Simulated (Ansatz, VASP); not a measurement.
One calculation of CsSrF3, two programs

```
Cs Sr F
1.0
     4.82316   -0.51613   -0.51613
    -0.51613    4.82316   -0.51613
    -0.51613   -0.51613    4.82316
Cs Sr F
1 1 3
Direct
  0.00000 0.00000 0.00000
  0.50000 0.50000 0.50000
  0.00000 0.50000 0.50000
  0.50000 0.00000 0.50000
  0.50000 0.50000 0.00000
```

Alike in both runs: task single point; functional LDA; k mesh 6 × 6 × 6; occupations gaussian, width 0.05 eV; no spin polarisation.

|  | VASP | Ansatz |
| --- | --- | --- |
| version | VASP 6.6.1 | Ansatz 0.2.0 |
| potentials or method | VASP PAW LDA potentials, release 64 (Cs_sv, Sr_sv, F) | scalar-relativistic, plane waves, PAW |
| plane-wave cutoff (eV) | 520 | 420 |
| valence electrons in the cell | 40 | 40 |

Ansatz gave:

| Item | Value |
| --- | --- |
| gap on the k mesh at the Fermi level (eV) | 5.65 |
| least direct gap on the mesh (eV) | 5.69 |
| pressure (GPa) | -3.8 |
| largest component of the traceless stress (GPa) | 4.13 |

Question: Estimate VASP's values.

Answer: gap on the k mesh at the Fermi level (eV): 5.63; least direct gap on the mesh (eV): 5.67; pressure (GPa): -3.5; largest component of the traceless stress (GPa): 4.12.

Caveats: spin-orbit coupling is left out, which moves the levels of the heavy elements. As with any semilocal functional, this LDA gap is likely too small. A k mesh can miss the band edges.
